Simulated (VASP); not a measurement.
Crystal: Pt.

```
Pt
1.0
     0.00000    1.96090    1.96090
     1.96090    0.00000    1.96090
     1.96090    1.96090    0.00000
Pt
1
Direct
  0.00000 0.00000 0.00000
```

```yaml
Program: VASP 6.6.1
Task: relaxation of cell and atoms
Functional: PBE
Potentials_or_basis: VASP PAW PBE potentials, release 64 (Pt)
Cutoff: 300 eV
k_mesh: 8 × 8 × 8
Occupations: methfessel-paxton, width 0.1 eV
Spin: no spin polarisation
```

At the start: pressure 8.0 GPa; volume 15.08 Å³/atom.

Question: How do energy, volume and symmetry change on relaxing?

Answer: Over 4 steps the energy falls by 10.9 meV/atom and the volume is 15.53 Å³/atom (+3.0 %); space group Fm-3m (No. 225, to 0.05 Å).

Step by step:
| step | energy change (eV) | largest force (eV/Å) | pressure (GPa) | volume (Å³) |
| --- | --- | --- | --- | --- |
| 1 | 0.0000 | 0.0000 | 8.05 | 15.08 |
| 2 | 0.0562 | 0.0000 | -15.38 | 16.79 |
| 3 | -0.0109 | 0.0000 | -0.13 | 15.54 |
| 4 | -0.0109 | 0.0000 | 0.00 | 15.53 |

Final structure:
```xyz
1
Lattice="0.0000 1.9803 1.9803 1.9803 0.0000 1.9803 1.9803 1.9803 0.0000" Properties=species:S:1:pos:R:3 pbc="T T T"
Pt    0.0000    0.0000    0.0000
```
